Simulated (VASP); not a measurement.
Input:

```
Na2S
1.0
    0.00000     3.33540     3.33540
    3.33540     0.00000     3.33540
    3.33540     3.33540     0.00000
Na S
2 1
Direct
  0.25000   0.25000   0.25000
  0.75000   0.75000   0.75000
  0.00000   0.00000   0.00000
```

All values below come from PBE GGA, VASP's PBE PAW potentials (set 64) (plane waves; VASP). Numerical set-up: 400 eV cut-off, 5×5×5 Γ-centred mesh, Fermi-Dirac smearing of 0.30 eV, potentials Na_pv S.

Give the stress tensor in GPa (positive for a compressed cell).

```
-1.31   0.00   0.00
 0.00  -1.31   0.00
 0.00   0.00  -1.31
```
The pressure is its mean diagonal, -1.31 GPa.

The compound is Na2S in the antifluorite structure. The cell was not relaxed at this level. The run is one of a series of settings (ISMEAR = -1, SIGMA = 0.3 against the base run), some of them coarse on purpose.
